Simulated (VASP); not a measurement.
# CdP: structure and properties in VASP, part 2 of 4

Aim: relax CdP, then compute properties on the relaxed cell. The cell is invented: it takes the structure of a Materials Project entry for SnP (space group 225 there), with some of its atoms replaced by other elements, volume scaled by an estimate. It may not be a known or stable phase.

VASP 6.6.1, plane waves and PAW; the level of theory is named at each step.

Still holding for the runs below: This run has no spin polarisation. Its electron count is odd, so without a moment it is a metal by construction. The k-mesh is coarse for a metal.

So far. Step 2 (Full relaxation (vdW-DF2)): It ends with forces that vanish by symmetry and a pressure of 0.01 GPa. The relaxed cell has a = 5.686 Å (conventional setting).

**3. Second relaxation**

Level of this step: vdW-DF2; plane waves and PAW (Cd, P); invented cell (VASP).

A relaxation keeps the plane waves of the cell it began with, so it is repeated from the new cell, on a basis made for it.

Contents of INCAR:

```
SYSTEM = CdP
PREC = Accurate
ENCUT = 400
EDIFF = 1E-06
NELM = 100
ISMEAR = 0
SIGMA = 0.05
LREAL = .FALSE.
ALGO = Normal
GGA = ML
AGGAC = 0
LUSE_VDW = .TRUE.
ZAB_VDW = -1.8867
LASPH = .TRUE.
LORBIT = 11
LWAVE = .FALSE.
LCHARG = .FALSE.
IBRION = 2
NSW = 60
ISIF = 3
EDIFFG = -0.01
```

Contents of POSCAR:

```
CdP
1.0
    0.0000000000      2.8429941589      2.8429941589
    2.8429941589      0.0000000000      2.8429941589
    2.8429941589      2.8429941589      0.0000000000
Cd P
1 1
Direct
    0.5000000000      0.5000000000      0.5000000000
    0.0000000000      0.0000000000      0.0000000000
```

Contents of KPOINTS:

```
Automatic mesh
0
Gamma
7 7 7
0 0 0
```

The projector-augmented-wave data sets are Cd and P (PBE family, release 64).

On the command line:

```console
$ mpirun -np 1 vasp_std
```

Log:

```text
[banner, memory and clock lines left out]
running    1 mpi-ranks, on    1 nodes
 distrk:  each k-point on    1 cores,    1 groups
 distr:  one band on    1 cores,    1 groups

 POSCAR found type information on POSCAR CdP
 POSCAR found :  2 types and       2 ions
 [... a notice as in an earlier step ...]

 [... a notice as in an earlier step ...]

 LDA part: xc-table for (Slater+PW92), standard interpolation
 POSCAR, INCAR and KPOINTS ok, starting setup
 FFT: planning ... GRIDC
 FFT: planning ... GRID_SOFT
 FFT: planning ... GRID
 WAVECAR not read
 entering main loop
       N       E                     dE             d eps       ncg     rms          rms(c)
DAV:   1     0.781055410645E+02    0.78106E+02   -0.69757E+03   488   0.100E+03
DAV:   2     0.190094542914E+01   -0.76205E+02   -0.72682E+02   540   0.258E+02
DAV:   3    -0.774560633589E+00   -0.26755E+01   -0.26590E+01   568   0.483E+01
DAV:   4    -0.790820087705E+00   -0.16259E-01   -0.16251E-01   572   0.361E+00
DAV:   5    -0.791009619621E+00   -0.18953E-03   -0.18952E-03   592   0.368E-01    0.405E+00
DAV:   6    -0.376955206902E+00    0.41405E+00   -0.11200E+00   536   0.127E+01    0.366E+00
DAV:   7    -0.372693271891E+00    0.42619E-02   -0.11870E-01   556   0.297E+00    0.179E+00
DAV:   8    -0.374186484448E+00   -0.14932E-02   -0.80667E-03   524   0.132E+00    0.325E-01
DAV:   9    -0.374601128929E+00   -0.41464E-03   -0.12423E-03   572   0.454E-01    0.381E-02
DAV:  10    -0.374646179715E+00   -0.45051E-04   -0.11385E-04   536   0.133E-01    0.293E-02
DAV:  11    -0.374669017373E+00   -0.22838E-04   -0.48524E-05   520   0.695E-02    0.132E-02
DAV:  12    -0.374667425255E+00    0.15921E-05   -0.33729E-06   592   0.166E-02    0.406E-03
DAV:  13    -0.374667194172E+00    0.23108E-06   -0.60521E-07   304   0.453E-03
   1 F= -.37466719E+00 E0= -.37208917E+00  d E =-.374667E+00
 curvature:   0.00 expect dE= 0.000E+00 dE for cont linesearch  0.000E+00
 trial: gam= 0.00000 g(F)=  0.226E-59 g(S)=  0.627E-04 ort = 0.000E+00 (trialstep = 0.100E+01)
 search vector abs. value=  0.628E-04
 bond charge predicted
       N       E                     dE             d eps       ncg     rms          rms(c)
DAV:   1    -0.375421875633E+00   -0.75445E-03   -0.15150E-02   540   0.176E+00    0.205E-01
DAV:   2    -0.374770448996E+00    0.65143E-03   -0.18886E-03   492   0.744E-01    0.665E-02
DAV:   3    -0.374711420367E+00    0.59029E-04   -0.13419E-04   532   0.142E-01    0.548E-02
DAV:   4    -0.374697179751E+00    0.14241E-04   -0.17064E-05   492   0.339E-02    0.789E-03
DAV:   5    -0.374695974475E+00    0.12053E-05   -0.26934E-06   396   0.246E-02    0.391E-03
DAV:   6    -0.374695696774E+00    0.27770E-06   -0.66435E-07   264   0.127E-02
   2 F= -.37469570E+00 E0= -.37211521E+00  d E =-.285026E-04
 trial-energy change:   -0.000029  1 .order   -0.000031   -0.000063    0.000001
 step:   0.9826(harm=  0.9826)  dis= 0.00000  next Energy=    -0.374698 (dE=-0.308E-04)
 reached required accuracy - stopping structural energy minimisation
```

It took 58 s on 1 MPI rank of AMD EPYC 7R43, shared host; peak memory 0.28 GiB.

From OUTCAR (step 3):

```text
  LATTYP: Found a face centered cubic cell.
 ALAT       =     5.6859883178

The static configuration has the point symmetry O_h .

 Found     20 irreducible k-points:

   ENCUT  =  400.0 eV  29.40 Ry    5.42 a.u.   6.56  6.56  6.56*2*pi/ulx,y,z

   NELECT =      17.0000    total number of electrons

 E-fermi :   2.6712

 k-point     1 :       0.0000    0.0000    0.0000
  band No.  band energies     occupation
    ...
      2      -5.4407      2.00000
      3      -5.4407      2.00000
      4      -5.4148      2.00000
      5      -5.4148      2.00000
      6      -5.4148      2.00000
      7       2.8754      0.00000
      8       2.8754      0.00000
      9       2.8754      0.00000
     10       4.0596      0.00000
     11      11.1995      0.00000
    ...

 k-point     2 :       0.1429    0.0000    0.0000
  band No.  band energies     occupation
    ...
      3      -5.4712      2.00000
      4      -5.4225      2.00000
      5      -5.3905      2.00000
      6      -5.3905      2.00000
      7       1.3293      2.00000
      8       2.9612      0.00000
      9       2.9612      0.00000
     10       5.4458      0.00000
     11       9.9724      0.00000
     12      10.5308      0.00000

Total vdW correction in eV:      3.0209466

  Total       -0.0005210     -0.0005210     -0.0005210      0.0000000      0.0000000     -0.0000000
  in kB       -0.0181244     -0.0181244     -0.0181244      0.0000000      0.0000000     -0.0000000
  external PRESSURE =      -0.0181244 kB  Pullay stress =       0.0000000 kB

  energy-cutoff  :      400.00
  volume of cell :       46.06
      direct lattice vectors                 reciprocal lattice vectors
    -0.000000000  2.845013560  2.845013560    -0.175746087  0.175746087  0.175746087
     2.845013560  0.000000000  2.845013560     0.175746087 -0.175746087  0.175746087
     2.845013560  2.845013560 -0.000000000     0.175746087  0.175746087 -0.175746087

 POSITION                                       TOTAL-FORCE (eV/Angst)
 -----------------------------------------------------------------------------------
      2.84501      2.84501      2.84501        -0.000000      0.000000      0.000000
     -0.00000      2.84501      2.84501         0.000000     -0.000000     -0.000000
 -----------------------------------------------------------------------------------
    total drift:                                0.000000      0.000000      0.000000

  FREE ENERGIE OF THE ION-ELECTRON SYSTEM (eV)
  ---------------------------------------------------
  free  energy   TOTEN  =        -0.3746956968 eV

  energy  without entropy=       -0.3695347199  energy(sigma->0) =       -0.37211521

Total vdW correction in eV:      3.0209364

 total charge
# of ion       s       p       d       tot
------------------------------------------
    1        0.485   0.258   9.513  10.256
    2        1.113   1.329   0.000   2.442
--------------------------------------------------
tot          1.598   1.587   9.513  12.698

[... 5 parts as in an earlier step ...]

[... 6 further parts left out ...]
```

CONTCAR:

```
CdP
   1.00000000000000
    -0.0000000000000000    2.8450135600228106    2.8450135600228106
     2.8450135600228106    0.0000000000000000    2.8450135600228106
     2.8450135600228106    2.8450135600228106   -0.0000000000000000
  Cd              P
     1     1
Direct
     0.5000000000000000    0.5000000000000000    0.5000000000000000
     1.0000000000000000    0.0000000000000000    0.0000000000000000
```

Little changed from the start: no atom moved by 0.005 Å and no cell edge by 0.1 %.

This step gave:

- free energy (TOTEN): -0.3747 eV
- energy at zero smearing: -0.3721 eV
- Fermi energy: 2.671 eV
- pressure: -0.001812 GPa
- SCF cycles over all ionic steps: 19

It ends with forces that vanish by symmetry and a pressure of 0.00 GPa.

**4. Single point with fields (vdW-DF2)**

A single point on the relaxed cell gives a clean self-consistent state, with density, ELF and potential written out.

Changes to INCAR since step 3:

```diff
@@ -16,6 +16,5 @@
 LWAVE = .FALSE.
-LCHARG = .FALSE.
-IBRION = 2
-NSW = 60
-ISIF = 3
-EDIFFG = -0.01
+LCHARG = .TRUE.
+ISIF = 2
+LELF = .TRUE.
+LVHAR = .TRUE.
```

Contents of POSCAR:

```
CdP
1.0
    0.0000000000      2.8450135600      2.8450135600
    2.8450135600      0.0000000000      2.8450135600
    2.8450135600      2.8450135600      0.0000000000
Cd P
1 1
Direct
    0.5000000000      0.5000000000      0.5000000000
    0.0000000000      0.0000000000      0.0000000000
```

KPOINTS is that of step 3.

On the command line:

```console
$ mpirun -np 1 vasp_std
```

Log:

```text
[... set-up lines as in an earlier step ...]
 entering main loop
       N       E                     dE             d eps       ncg     rms          rms(c)
DAV:   1     0.807628546479E+02    0.80763E+02   -0.67980E+03   480   0.988E+02
DAV:   2     0.207875095663E+01   -0.78684E+02   -0.74980E+02   540   0.262E+02
DAV:   3    -0.773047159393E+00   -0.28518E+01   -0.28356E+01   580   0.500E+01
DAV:   4    -0.790472130830E+00   -0.17425E-01   -0.17416E-01   572   0.379E+00
DAV:   5    -0.790669209664E+00   -0.19708E-03   -0.19706E-03   592   0.384E-01    0.403E+00
DAV:   6    -0.377004335065E+00    0.41366E+00   -0.11175E+00   540   0.126E+01    0.364E+00
DAV:   7    -0.372814938932E+00    0.41894E-02   -0.11843E-01   564   0.297E+00    0.178E+00
DAV:   8    -0.374287221656E+00   -0.14723E-02   -0.80036E-03   536   0.132E+00    0.321E-01
DAV:   9    -0.374699506757E+00   -0.41229E-03   -0.12177E-03   572   0.448E-01    0.379E-02
DAV:  10    -0.374745608126E+00   -0.46101E-04   -0.11235E-04   532   0.131E-01    0.294E-02
DAV:  11    -0.374768282549E+00   -0.22674E-04   -0.47819E-05   528   0.690E-02    0.133E-02
DAV:  12    -0.374766749641E+00    0.15329E-05   -0.32565E-06   576   0.164E-02    0.402E-03
DAV:  13    -0.374766519691E+00    0.22995E-06   -0.60168E-07   316   0.448E-03
   1 F= -.37476652E+00 E0= -.37218615E+00  d E =-.516074E-02
```

Run time: 47 s. Hardware: 1 MPI rank; peak memory 0.28 GiB.

From OUTCAR (step 4):

```text
  LATTYP: Found a face centered cubic cell.
 ALAT       =     5.6900271200

The static configuration has the point symmetry O_h .

 Found     20 irreducible k-points:

   NELECT =      17.0000    total number of electrons

 E-fermi :   2.6714

 k-point     1 :       0.0000    0.0000    0.0000
  band No.  band energies     occupation
    ...
      2      -5.4406      2.00000
      3      -5.4406      2.00000
      4      -5.4147      2.00000
      5      -5.4147      2.00000
      6      -5.4147      2.00000
      7       2.8756      0.00000
      8       2.8756      0.00000
      9       2.8756      0.00000
     10       4.0597      0.00000
     11      11.1996      0.00000
    ...

 k-point     2 :       0.1429    0.0000    0.0000
  band No.  band energies     occupation
    ...
      3      -5.4711      2.00000
      4      -5.4224      2.00000
      5      -5.3904      2.00000
      6      -5.3904      2.00000
      7       1.3295      2.00000
      8       2.9614      0.00000
      9       2.9614      0.00000
     10       5.4460      0.00000
     11       9.9725      0.00000
     12      10.5309      0.00000

Total vdW correction in eV:      3.0209194

  Total       -0.0027195     -0.0027195     -0.0027195      0.0000000      0.0000000      0.0000000
  in kB       -0.0946066     -0.0946066     -0.0946066      0.0000000      0.0000000      0.0000000
  external PRESSURE =      -0.0946066 kB  Pullay stress =       0.0000000 kB

  energy-cutoff  :      400.00
  volume of cell :       46.06
      direct lattice vectors                 reciprocal lattice vectors
     0.000000000  2.845013560  2.845013560    -0.175746087  0.175746087  0.175746087
     2.845013560  0.000000000  2.845013560     0.175746087 -0.175746087  0.175746087
     2.845013560  2.845013560  0.000000000     0.175746087  0.175746087 -0.175746087

 POSITION                                       TOTAL-FORCE (eV/Angst)
 -----------------------------------------------------------------------------------
      2.84501      2.84501      2.84501         0.000000      0.000000      0.000000
      0.00000      0.00000      0.00000        -0.000000     -0.000000     -0.000000
 -----------------------------------------------------------------------------------
    total drift:                                0.000000      0.000000      0.000000

  FREE ENERGIE OF THE ION-ELECTRON SYSTEM (eV)
  ---------------------------------------------------
  free  energy   TOTEN  =        -0.3747665197 eV

  energy  without entropy=       -0.3696057836  energy(sigma->0) =       -0.37218615

Total vdW correction in eV:      3.0209375

 total charge
# of ion       s       p       d       tot
------------------------------------------
    1        0.485   0.258   9.513  10.256
    2        1.113   1.329   0.000   2.441
--------------------------------------------------
tot          1.598   1.587   9.513  12.698

[... 5 parts as in an earlier step ...]

[... 6 further parts left out ...]
```

Numbers from this step:

* SCF cycles: 13
* free energy (TOTEN): -0.3748 eV
* energy at zero smearing: -0.3722 eV
* pressure: -0.009461 GPa

Valence electrons inside each PAW sphere by angular momentum. Sphere charges, by row:

```
atom  s (e)  p (e)  d (e)  tot (e)
 Cd1  0.485  0.258  9.513    10.26
  P2  1.113  1.329      0    2.441
```

Valence density in the ac plane of the conventional cell at fractional y = 0.000, with atoms of Cd and P within 0.2 Å of it. It is the smooth field of the valence electrons, not physical close to the nuclei.

Ten steps, logarithmic in the rise over the least value, from '_' (-0.1 e/Å³) to '@' (8.7 e/Å³), each cell a mean:
```
--====----==##@@@@%%++----====--
======--::--++####**==------====
==----::::::--======--::::----==
----::::::::::------::::::::----
----::::::::--------::::::::----
**++--::::--========--::::--==++
%%##++------==========----==**%%
@@%%**----====--__====----==##@@
@@%%++----====----====----==##@@
##**==------==========--::--++##
====--::::----====----::::::--==
----::::::::--------::::::::::--
----::::::::--------::::::::----
====--::::--==++**++--::::--====
======----==**%%%%##++------====
__====----==##@@@@%%**----====--
```
Columns run along a (5.7 Å), rows up along c (5.7 Å), edges of the conventional cell, whose origin can differ from the input's. Atoms in or near the plane, at fractional coordinates: Cd at (0.50, 0.00), Cd at (0.00, 0.50), P at (0.00, 0.00), P at (0.50, 0.50).

Electrostatic potential energy in the ac plane of the conventional cell at fractional y = 0.000, with atoms of Cd and P within 0.2 Å of it. With pseudopotentials it is smooth inside the atoms' cores, unlike the true potential.

Ten even steps from '0' (-81 eV) to '9' (3 eV), each cell a mean:
```
0279988778899850
4699998888899975
8999999888999998
9999999999999999
9999999999999999
8899999778999988
7889996214899888
7789984001799887
7889985002799887
8889997546999988
8899999889999998
9999999999999999
9999999999999999
7899998888999997
1489988878899962
0179988777899840
```
Columns run along a (5.7 Å; values clipped at the 3rd and 97th percentile), rows up along c (5.7 Å), edges of the conventional cell, whose origin can differ from the input's. Atoms in or near the plane, at fractional coordinates: Cd at (0.50, 0.00), Cd at (0.00, 0.50), P at (0.00, 0.00), P at (0.50, 0.50).

ELF in the ac plane of the conventional cell at fractional y = 0.000, with atoms of Cd and P within 0.2 Å of it. It is the smooth field of the valence electrons, not physical close to the nuclei.

Ten even steps from '0' (0.02) to '9' (0.83), each cell a mean:
```
5897321000225996
9996222112224899
9974112222112589
5431112333211245
2211146777521122
2221379999852122
0122499879973220
0022599547973210
0022599658973210
1222489999962221
2211258999741122
3321124554311123
7752112222111467
9985212222213799
7997322001224998
4797321000225995
```
Columns run along a (5.7 Å), rows up along c (5.7 Å), edges of the conventional cell, whose origin can differ from the input's. Atoms in or near the plane, at fractional coordinates: Cd at (0.50, 0.00), Cd at (0.00, 0.50), P at (0.00, 0.00), P at (0.50, 0.50).

In this run the pressure is -0.01 GPa, small enough to go on.

(Part 2 of 4 ends here.)

[Lines on the potential files, build, host, timing and source positions are cut from VASP's logs without a mark.]

[Logs are printed without paths, hosts, clocks, repeated set-up lines and the standing remarks that a program may print on its own settings, such as how far it seeks lower states.]

[Hosts, paths, dates, database ids (printed as entryN), source tags and the programs' standing remarks are cut or masked in the printed files.]

[A measured line is paired with the nearest computed mode of its activity, which favours agreement.]
